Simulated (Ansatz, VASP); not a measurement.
**V2CF2 in two plane-wave programs**

One calculation is typed for both programs; each brings its own data sets. How far apart do they land? Of the first pair: The structure shown is the start of the Ansatz relaxation below; VASP solves that cell, so the two are compared at the walk's first step.

Method: plane waves, with VASP 6.6.1 beside it; single point at PBE, in Ansatz 0.2.0.

## 1. The starting structure

The cell holds 5 atoms: 1 C, 2 V and 2 F. Its edges and angles: a = 2.988 Å, b = 2.988 Å, c = 33.200 Å, α = 90.0°, β = 90.0°, γ = 120.0°. Vacuum lies along c.

## 2. Ansatz: relaxation, PBE

Ansatz runs on its PAW soft_1 files.

The two programs are compared at the cell with which this relaxation starts, whose forces are those of its first step.

The input, input.yaml:

```yaml
crystal:
  lattice:
    - [2.9875012954, 0.0, 0.0]
    - [-1.4937506477, 2.5872520156, 0.0]
    - [0.0, 0.0, 33.2]
  atoms:
    - { symbol: C, position: [0.0, 0.0, 0.3012048193] }
    - { symbol: V, position: [0.3333333333, 0.6666666667, 0.3318655424] }
    - { symbol: V, position: [0.6666666667, 0.3333333333, 0.2705440962] }
    - { symbol: F, position: [0.6666666667, 0.3333333333, 0.3704485529] }
    - { symbol: F, position: [0.3333333333, 0.6666666667, 0.2319610856] }
  periodic: [true, true, false]
kpoints:
  mp_grid: { grid: [15, 15, 1] }
hamiltonian:
  xc: pbe
  pseudopotentials: { kind: paw, azcp: { folder: soft_1 } }
scf:
  occupations: { method: gaussian, width: 0.1 }
output:
  forces: true
  stress: true
  eigenvalues: true
  write_density: true
  write_potential: true
  elf: true
  volumetric_format: npy
relax:
  adjacent_minimum: "off"
  f_tol: 0.005
  max_steps: 80
  cell: { stress_2d_tol: 0.02 }
```

Started as:

```sh
$ ansatz run input.yaml --threads 4 --pin off --max-ram 16384MiB --backend cpu --events-out ev --progress --plain --runs-dir out
```

Numbers of over 12 decimals in the logs are rounded to 6 here.

The program printed:

```text
Engine: ansatz 0.2.0, aarch64-unknown-linux-gnu
Pseudopotentials: kind: paw
Pseudopotential: C, paw, valence charge 4, recommended cutoff 420 eV (normal), soft_1/C.paw.azcp
Pseudopotential: V, paw, valence charge 13, recommended cutoff 420 eV (normal), soft_1/V.paw.azcp
Pseudopotential: F, paw, valence charge 7, recommended cutoff 420 eV (normal), soft_1/F.paw.azcp
Functional definition: PBE
  parameter kappa = 0.804
  parameter beta = 0.066725
  exchange = pbe_x(kappa = kappa, mu = beta*pi^2/3)
  correlation = pbe_c(beta = beta)
Crystal: 5 atoms, lattice volume = 256.617 Å³
Basis set: ecut = 420 eV, 4863 PW (Γ), exchange–correlation on 40×40×450 points (8 copies of the dense FFT grid, shifted against one another)
Bands: 27, of which v1, the nominal top of the filled ones, is band 22 counted from 1 (21 counted from 0)
Symmetry: 12 space group operations
Space group: P-3m1 (ITA 164), of the structure as read, at distance tolerance 6.4e-5 Å
k-points: 27 of 225
Non-local potential: C, projectors of the file, l = 0: 2, l = 1: 2, l = 2: 1
Non-local potential: V, projectors of the file, l = 0: 3, l = 1: 2, l = 2: 3, l = 3: 1
Non-local potential: F, projectors of the file, l = 0: 2, l = 1: 2, l = 2: 1
PAW form: soft (Blöchl's): semilocal exchange-correlation on the pseudo side does not see the compensation charge
PAW one-centre angular grid: C, 110 points (default); XC on 64 Gauss nodes
PAW one-centre angular grid: V, 590 points (default); XC on 64 Gauss nodes
PAW one-centre angular grid: F, 110 points (default); XC on 64 Gauss nodes
Initial density: superposition of atomic densities (neutral atoms: chi_scale 0, normalization atom)
Initial wavefunctions: pseudopotential atomic-orbital guess
Functional: x = pbe(κ = 0.804, μ = 0.219515), c = pbe(β = 0.066725)
SCF iter   1: F=—  HF=-7700.324642 eV  |F-HF|=—  |Δ(HF+E_count)|=         —  Δρ=7.43e-2  dr2=2.09e1  ethr=3.10e-3  ⟨swp⟩=13.5  Hψ=5373  notcnv=0
preconditioner: auto → LDOS  [metal: Δε(μ)=0.064 eV  Ē_g=10.572 eV  σ=0.100 eV  W_gap=0.35  n_scr=20 (ndim 8)  ℏωp=12.3 eV  f_vac=0.776  D(μ)=1.96/eV (n_scr^D=12)  β→1.0]
SCF iter   2: F=—  HF=-7701.285643 eV  |F-HF|=—  |Δ(HF+E_count)|=   9.61e-1  Δρ=9.75e-2  dr2=2.95e1  ethr=3.10e-3  ⟨swp⟩=5.1  Hψ=2392  notcnv=0  defer=13
SCF iter   3: F=—  HF=-7695.356615 eV  |F-HF|=—  |Δ(HF+E_count)|=    5.93e0  Δρ=1.30e-2  dr2=2.90e-1  ethr=3.10e-3  ⟨swp⟩=4.3  Hψ=2178  notcnv=0
SCF iter   4: F=—  HF=-7695.312994 eV  |F-HF|=—  |Δ(HF+E_count)|=   4.36e-2  Δρ=2.44e-3  dr2=8.63e-3  ethr=6.59e-4  ⟨swp⟩=3.1  Hψ=1733  notcnv=0  defer=9
SCF iter   5: F=—  HF=-7695.315197 eV  |F-HF|=—  |Δ(HF+E_count)|=   2.20e-3  Δρ=1.02e-3  dr2=2.44e-3  ethr=1.96e-5  ⟨swp⟩=3.5  Hψ=1836  notcnv=0  defer=9
SCF iter   6: F=—  HF=-7695.314693 eV  |F-HF|=—  |Δ(HF+E_count)|=   5.04e-4  Δρ=4.22e-4  dr2=4.13e-4  ethr=5.56e-6  ⟨swp⟩=3.3  Hψ=1374  notcnv=0  defer=9
SCF iter   7: F=—  HF=-7695.314625 eV  |F-HF|=—  |Δ(HF+E_count)|=   6.78e-5  Δρ=5.44e-5  dr2=5.07e-6  ethr=9.40e-7  ⟨swp⟩=3.1  Hψ=1565  notcnv=0  defer=9
SCF iter   8: F=—  HF=-7695.314612 eV  |F-HF|=—  |Δ(HF+E_count)|=   1.34e-5  Δρ=1.10e-5  dr2=2.73e-7  ethr=1.15e-8  ⟨swp⟩=4.0  Hψ=1875  notcnv=0  defer=9
SCF iter   9: F=-7695.314612 eV  HF=-7695.314612 eV  |F-HF|=9.10e-8  |Δ(HF+E_count)|=   4.80e-7  Δρ=3.63e-6  dr2=2.66e-8  ethr=2.27e-10  ⟨swp⟩=20.9  Hψ=8909  notcnv=0
SCF 1 converged in 9 iterations: F = -7695.314612 eV  dr2 = 2.66e-8
  greatest PAW one-centre occupation: 1.000 electrons in one spin orbital (limit 2), on the V atom at site 2 (counted from 0), in its partial waves of l = 0
relax step   1: F+E_penalty+E_count = -7695.31461234 eV  Δ(F+E_penalty+E_count) = +0.000e0 eV  max|allowed force component| = 2.519e-2 eV/Å  Δτ_max = 0.0000 Å  P = -0.028 N/m  Ω = 256.617 Å³  fix = [c, alpha, beta]  reactions: c -0.000 N/m  (9 SCF iters, dr2 threshold 1.00e-7 eV, accepted)
[...]
relax step   2: F+E_penalty+E_count = -7695.31471429 eV  Δ(F+E_penalty+E_count) = -1.020e-4 eV  max|allowed force component| = 2.833e-3 eV/Å  Δτ_max = 0.0012 Å  P = -0.006 N/m  Ω = 256.493 Å³  energy of the carried Pulay correction = +7.690e-5 eV  fix = [c, alpha, beta]  reactions: c -0.000 N/m  (5 SCF iters, dr2 threshold 3.97e-8 eV, accepted)
[...]
relax step   3: F+E_penalty+E_count = -7695.31464734 eV  Δ(F+E_penalty+E_count) = +6.696e-5 eV  max|allowed force component| = 2.842e-3 eV/Å  Δτ_max = 0.0000 Å  P = -0.009 N/m  Ω = 256.493 Å³  fix = [c, alpha, beta]  reactions: c -0.000 N/m  stress off target by 8.54e-3 N/m on what of the cell is left free  SCF on the basis re-selected at this cell (its energy is not comparable with the rows above)  (6 SCF iters)
basis re-selected at this cell: Δ(F+E_penalty+E_count) = +6.696e-5 eV, ΔP = -0.002 N/m vs the last step (what re-selecting the basis moved, of the pressure what is left beyond the Pulay correction that the steps carried, after the strain that the cell walked since its last selection, with what the two solves' SCF thresholds leave and, on support functions, any second-order correction that the steps lacked; it is no m [...]
WARN: The output density's exchange-correlation potential varies sharply where the density is thin. Do not read a vacuum level from v_tot or v_xc, or from such a field of the output density. On a cell that repeats whose density bears no net charge and no dipole along the vacuum's axis use v_es (v_loc + v_h of the components); under efield.dipole_correction with no amplitude use v_es + v_field, which holds any externa [...]
SCF converged after 6 iterations
Free energy (F): -7695.314647 eV
Harris-Foulkes:  -7695.314647 eV  (|F-HF|=1.31e-10)
Internal energy: -7695.304297 eV  (E = F + TS)
E sigma→0 (E₀):  -7695.309472 eV
Entropy (-TS):   -0.010350 eV (-2.070 meV/atom)
Fermi energy:    -5.331184 eV
--- Per-component energies (eV) ---
  E_band       = -1198.572619
  E_kinetic    = 1075.277809
  E_local      = -150446.860630  (includes V_loc(G=0)·N_el)
  E_nonlocal   = 360.381241
  E_hartree    = 74469.366752
  E_xc         = -432.185519
  E_vxc        = -548.026379  (∫ρ·V_xc dr)
  E_paw        = -2760.683838  (= ΣΔE_a)
  E_vpaw       = -578.081599  (= ΣTr[D̂ρ^β])
  E_aug_tail   = 0.003414  (compensation charges beyond the density's cutoff)
  E_ewald      = 70039.396474
  E_smearing   = -0.010350  (= −TS)
  E_closure    = 0.000000  (closes the sum)
  Σ components = -7695.314647   (vs F -7695.314647, Δ=0.00e0)
--- Forces (eV/Å), atoms counted from 1 ---
  atom   1  C     -0.00000000     0.00000000     0.00000000
  atom   2  V     -0.00000000    -0.00000000     0.00243133
  atom   3  V      0.00000000     0.00000000    -0.00243133
  atom   4  F      0.00000000     0.00000000    -0.00284246
  atom   5  F      0.00000000    -0.00000000     0.00284246
  max |Σ_I F_I| component: 6.01e-17 eV/Å
--- 2D stress c σ (N/m, compression-positive) ---
       -0.008544       0.000000       0.000000
        0.000000      -0.008544      -0.000000
        0.000000      -0.000000      -0.000000
  P = ½ c Tr σ = -0.0085 N/m
--- Band table (eV; the first three rows and the last of 27) ---
  k-point 0: bands = [... 18 lower, -9.0251, -9.0251, -6.6459, -6.6459, -5.7836, -4.7728, -4.7728, -4.5194, ... 1 higher]
  k-point 1: bands = [... 18 lower, -9.1852, -9.0748, -6.6871, -6.5648, -5.7689, -4.8073, -4.7602, -4.5268, ... 1 higher]
  k-point 2: bands = [... 18 lower, -9.4809, -9.1904, -6.8418, -6.3459, -5.6981, -4.8585, -4.7196, -4.5276, ... 1 higher]
  k-point 26: bands = [... 18 lower, -10.5069, -9.3780, -5.9733, -5.6291, -5.6291, -4.3834, -4.3834, -4.0356, ... 1 higher]
--- Relaxed structure (2 steps of the walk, 2 accepted, 1 SCFs on fresh bases) ---
  F+E_penalty+E_count = -7695.31464734 eV   max|allowed force component| = 2.842e-3 eV/Å   (the final SCF, on the basis selected at the relaxed cell)
  cell:  # Å, volume = 256.4925 Å³
    - [2.986778, 0, 0]
    - [-1.493389, 2.586626, 0]
    - [0, 0, 33.2]
  atoms:
    - { symbol: C, position: [0, 0, 0.30120481928] }
    - { symbol: V, position: [0.333333, 0.666667, 0.331897] }
    - { symbol: V, position: [0.666667, 0.333333, 0.270513] }
    - { symbol: F, position: [0.666667, 0.333333, 0.370484] }
    - { symbol: F, position: [0.333333, 0.666667, 0.231926] }
```

## 3. VASP: single point, PBE, start cell, pair 1

The same cell, functional, mesh and smearing now go to VASP, with its own data sets.

Lines of VASP's logs that name or quote its potential files are left out, and so is its time.

The input, INCAR:

```
SYSTEM = V2CF2
PREC = Accurate
ENCUT = 520
EDIFF = 1E-06
NELM = 120
ISMEAR = 0
SIGMA = 0.1
LREAL = .FALSE.
ALGO = Normal
GGA = PE
NBANDS = 28
LASPH = .TRUE.
LORBIT = 11
LWAVE = .FALSE.
LCHARG = .FALSE.
ISIF = 2
LDIPOL = .TRUE.
IDIPOL = 3
DIPOL = 0.5 0.5 0.301
LVHAR = .TRUE.
GGA_COMPAT = .FALSE.
NELMDL = -8
KPAR = 2
```

The input, POSCAR:

```
V2CF2
1.0
    2.9875010000      0.0000000000      0.0000000000
   -1.4937510000      2.5872520000      0.0000000000
    0.0000000000      0.0000000000     33.2000000000
C V F
1 2 2
Direct
    0.0000000000      0.0000000000      0.3012048193
    0.3333333333      0.6666666667      0.3318655422
    0.6666666667      0.3333333333      0.2705440964
    0.6666666667      0.3333333333      0.3704485542
    0.3333333333      0.6666666667      0.2319610844
```

The input, KPOINTS:

```
Automatic mesh
0
Gamma
15 15 1
0 0 0
```

PAW data sets: C, V_sv and F (PBE family, release 64).

Started as:

```sh
$ mpirun -np 2 vasp_std
```

The program printed:

```text
[banner, memory and clock lines left out]
running    2 mpi-ranks, on    1 nodes
 distrk:  each k-point on    1 cores,    2 groups
 distr:  one band on    1 cores,    1 groups

 POSCAR found type information on POSCAR C V F
 POSCAR found :  3 types and       5 ions
 LDA part: xc-table for (Slater+PW92), standard interpolation
 POSCAR, INCAR and KPOINTS ok, starting setup
 FFT: planning ... GRIDC
 FFT: planning ... GRID_SOFT
 FFT: planning ... GRID
 WAVECAR not read
 entering main loop
       N       E                     dE             d eps       ncg     rms          rms(c)
DAV:   1     0.475642941843E+03    0.47564E+03   -0.24801E+04  2008   0.130E+03
DAV:   2     0.846064387716E+00   -0.47480E+03   -0.46439E+03  1864   0.395E+02
DAV:   3    -0.485344216069E+02   -0.49380E+02   -0.48782E+02  1684   0.126E+02
DAV:   4    -0.499314106095E+02   -0.13970E+01   -0.13913E+01  1868   0.216E+01
DAV:   5    -0.499583241597E+02   -0.26914E-01   -0.26898E-01  1868   0.282E+00
DAV:   6    -0.499587774604E+02   -0.45330E-03   -0.45325E-03  2036   0.397E-01
DAV:   7    -0.499587904081E+02   -0.12948E-04   -0.12947E-04  1848   0.528E-02
DAV:   8    -0.499587908488E+02   -0.44071E-06   -0.44084E-06  1752   0.100E-02    0.404E+01
DAV:   9    -0.402219100202E+02    0.97369E+01   -0.92109E+01  1804   0.693E+01    0.894E+00
DAV:  10    -0.394138409113E+02    0.80807E+00   -0.12807E+01  1852   0.349E+01    0.938E+00
DAV:  11    -0.391918475298E+02    0.22199E+00   -0.11410E+00  1688   0.906E+00    0.454E-01
DAV:  12    -0.391920652507E+02   -0.21772E-03   -0.52137E-02  1668   0.186E+00    0.398E-01
DAV:  13    -0.391902722964E+02    0.17930E-02   -0.32060E-03  1888   0.487E-01    0.218E-01
DAV:  14    -0.391886322660E+02    0.16400E-02   -0.26237E-03  1708   0.382E-01    0.133E-01
[...]
DAV:  20    -0.391890355542E+02   -0.13938E-03   -0.72141E-06  1532   0.172E-02    0.386E-03
DAV:  21    -0.391891299236E+02   -0.94369E-04   -0.59810E-06  1548   0.138E-02    0.580E-03
DAV:  22    -0.391891741798E+02   -0.44256E-04   -0.26139E-06  1212   0.109E-02    0.224E-03
DAV:  23    -0.391891940467E+02   -0.19867E-04   -0.80684E-07  1168   0.397E-03    0.885E-04
DAV:  24    -0.391892017737E+02   -0.77270E-05   -0.30908E-07  1040   0.235E-03    0.226E-04
DAV:  25    -0.391892029469E+02   -0.11732E-05   -0.33129E-08   828   0.958E-04    0.150E-04
DAV:  26    -0.391892041748E+02   -0.12279E-05   -0.31570E-08   872   0.650E-04    0.708E-05
DAV:  27    -0.391892044327E+02   -0.25790E-06   -0.91743E-09   784   0.337E-04
   1 F= -.39189204E+02 E0= -.39184021E+02  d E =-.103668E-01
```

From OUTCAR (step 3):

```text
ion  position               nearest neighbor table
   1  0.000  0.000  0.301-   3 2.00   2 2.00   3 2.00   2 2.00   3 2.00   2 2.00
   2  0.333  0.667  0.332-   1 2.00   1 2.00   1 2.00   4 2.15   4 2.15   4 2.15   3 2.67   3 2.67
                             3 2.67
   3  0.667  0.333  0.271-   1 2.00   1 2.00   1 2.00   5 2.15   5 2.15   5 2.15   2 2.67   2 2.67
                             2 2.67
   4  0.667  0.333  0.370-   2 2.15   2 2.15   2 2.15
   5  0.333  0.667  0.232-   3 2.15   3 2.15   3 2.15

  LATTYP: Found a hexagonal cell.
 ALAT       =     2.9875010000
 C/A-ratio  =    11.1129669915

 Subroutine GETGRP returns: Found 12 space group operations
 (whereof  6 operations were pure point group operations)

The static configuration has the point symmetry C_3v.
 The point group associated with its full space group is D_3d.

 Found     27 irreducible k-points:

   k-points           NKPTS =     27   k-points in BZ     NKDIM =     27   number of bands    NBANDS=     28

   dimension x,y,z NGX =    24 NGY =   24 NGZ =  250
   dimension x,y,z NGXF=    48 NGYF=   48 NGZF=  500

   ENCUT  =  520.0 eV  38.22 Ry    6.18 a.u.   5.55  5.55 61.73*2*pi/ulx,y,z

   NELECT =      44.0000    total number of electrons

 k-points in reciprocal lattice and weights: Automatic mesh
   0.00000000  0.00000000  0.00000000       0.004
   0.06666667 -0.00000000  0.00000000       0.027
   0.13333333  0.00000000  0.00000000       0.027
   0.20000000 -0.00000000  0.00000000       0.027
   0.26666667  0.00000000  0.00000000       0.027
   0.33333333 -0.00000000  0.00000000       0.027
   0.40000000 -0.00000000  0.00000000       0.027
   0.46666667 -0.00000000  0.00000000       0.027
   0.06666667  0.06666667  0.00000000       0.027
[...]
0.33333333  0.26666667  0.00000000       0.053
   0.33333333  0.33333333  0.00000000       0.009

 dipolmoment           0.000000      0.000000      0.000000 electrons x Angstroem

 average (electrostatic) potential at core
       1 -57.7726       2 -84.3417       3 -84.3417       4 -83.9511       5 -83.9511

 E-fermi :  -2.8082

 k-point     1 :       0.0000    0.0000    0.0000
  band No.  band energies     occupation
    ...
     19      -6.4893      2.00000
     20      -6.4893      2.00000
     21      -4.1234      2.00000
     22      -4.1234      2.00000
     23      -3.2511      2.00000
     24      -2.2471      0.00000
     25      -2.2471      0.00000
     26      -1.9947      0.00000
     27      -1.9947      0.00000
     28      -1.2519      0.00000

 k-point     2 :       0.0667   -0.0000    0.0000
  band No.  band energies     occupation
    ...
     19      -6.6500      2.00000
     20      -6.5393      2.00000
     21      -4.1639      2.00000
     22      -4.0422      2.00000
     23      -3.2369      2.00000
     24      -2.2816      0.00000
     25      -2.2346      0.00000
     26      -2.0020      0.00000
     27      -1.9568      0.00000
     28      -1.1352      0.00000

 k-point     3 :       0.1333    0.0000    0.0000
  band No.  band energies     occupation
    ...
     19      -6.9315      2.00000
     20      -6.6558      2.00000
     21      -4.3168      2.00000
     22      -3.8234      2.00000
     23      -3.1679      2.00000
     24      -2.3330      0.00000
     25      -2.1941      0.00000
     26      -2.0025      0.00000
     27      -1.8551      0.00000
     28      -0.8403      0.00000

  Total        0.1244188      0.1244188      0.1235216     -0.0000000      0.0000000     -0.0000000
  in kB        0.7768044      0.7768046      0.7712026     -0.0000002      0.0000000     -0.0000000
  external PRESSURE =       0.7749372 kB  Pullay stress =       0.0000000 kB

  energy-cutoff  :      520.00
  volume of cell :      256.62
      direct lattice vectors                 reciprocal lattice vectors
     2.987501000  0.000000000  0.000000000     0.334727921  0.193255302  0.000000000
    -1.493751000  2.587252000  0.000000000     0.000000000  0.386510475  0.000000000
     0.000000000  0.000000000 33.200000000     0.000000000  0.000000000  0.030120482

 POSITION                                       TOTAL-FORCE (eV/Angst)
 -----------------------------------------------------------------------------------
      0.00000      0.00000     10.00000         0.000000      0.000000      0.000000
     -0.00000      1.72483     11.01794         0.000000      0.000000      0.075786
      1.49375      0.86242      8.98206         0.000000     -0.000000     -0.075786
      1.49375      0.86242     12.29889         0.000000      0.000000      0.016449
     -0.00000      1.72483      7.70111        -0.000000     -0.000000     -0.016449
 -----------------------------------------------------------------------------------
    total drift:                                0.000000      0.000000      0.000219

  FREE ENERGIE OF THE ION-ELECTRON SYSTEM (eV)
  ---------------------------------------------------
  free  energy   TOTEN  =       -39.1892044327 eV

  energy  without entropy=      -39.1788376763  energy(sigma->0) =      -39.18402105

 vacuum level on the upper side and lower side of the slab         2.586         2.586

 total charge
# of ion       s       p       d       tot
------------------------------------------
    1        0.899   1.622   0.000   2.521
    2        2.249   6.255   3.144  11.648
    3        2.249   6.255   3.144  11.648
    4        1.739   4.333   0.000   6.072
    5        1.739   4.333   0.000   6.072
--------------------------------------------------
tot          8.875  22.798   6.289  37.961

[... 3 further parts left out ...]
```

This run has no spin polarisation, so a moment on V, if there is one, isn't seen.

## 4. Side by side

Known differences besides the potentials themselves: Ansatz cuts the interaction across the vacuum, VASP repeats the sheet with a dipole correction; the cutoff is 420 eV in Ansatz and 520 eV in VASP. Total energies have different zeros and are not compared.

Forces (eV/Å; atoms numbered as in POSCAR):

| atom | Ansatz x, y, z | VASP x, y, z |
| --- | --- | --- |
| C1 | 0.000, 0.000, 0.000 | 0.000, 0.000, 0.000 |
| V2 | 0.000, 0.000, 0.025 | 0.000, 0.000, 0.076 |
| V3 | 0.000, 0.000, -0.025 | 0.000, 0.000, -0.076 |
| F4 | 0.000, 0.000, -0.004 | 0.000, 0.000, 0.016 |
| F5 | 0.000, 0.000, 0.004 | 0.000, 0.000, -0.016 |

The forces differ by 20 meV/Å r.m.s., where the r.m.s. force is 0.009 eV/Å in Ansatz and 0.028 eV/Å in VASP: the atoms lie near their places of rest in Ansatz, so a percentage would say little (all taken over all components). With vacuum in the cell, a pressure given here is an average over mostly empty space and none of the material.

## 5. Ansatz: relaxation, PBE

This run makes the geometry at which the two programs are then compared.

The structure compared here is the end of the Ansatz relaxation.

input.yaml is that of step 2.

Started as:

```sh
$ ansatz run input.yaml --threads 4 --pin off --max-ram 16384MiB --backend cpu --events-out ev --progress --plain --runs-dir out
```

The program printed:

```text
[...]
Crystal: 5 atoms, lattice volume = 256.617 Å³
Basis set: ecut = 420 eV, 4863 PW (Γ), exchange–correlation on 40×40×450 points (8 copies of the dense FFT grid, shifted against one another)
Bands: 27, of which v1, the nominal top of the filled ones, is band 22 counted from 1 (21 counted from 0)
Symmetry: 12 space group operations
[...]
k-points: 27 of 225
[...]
cell:  # Å, volume = 256.4925 Å³
    - [2.986778, 0, 0]
    - [-1.493389, 2.586626, 0]
    - [0, 0, 33.2]
  atoms:
    - { symbol: C, position: [0, 0, 0.30120481928] }
    - { symbol: V, position: [0.333333, 0.666667, 0.331897] }
    - { symbol: V, position: [0.666667, 0.333333, 0.270513] }
    - { symbol: F, position: [0.666667, 0.333333, 0.370484] }
    - { symbol: F, position: [0.333333, 0.666667, 0.231926] }
[key lines of the parts left out:]
SCF converged after 6 iterations
Free energy (F): -7695.314647 eV
Fermi energy:    -5.331184 eV
P = ½ c Tr σ = -0.0085 N/m
```

(Part 1 of 2 ends here.)

[Lines on the potential files, build, host, timing and source positions are cut from VASP's logs without a mark.]

[Logs are printed without paths, hosts, clocks, repeated set-up lines and the standing remarks that a program may print on its own settings, such as how far it seeks lower states.]

[Hosts, paths, dates, database ids (printed as entryN), source tags and the programs' standing remarks are cut or masked in the printed files.]
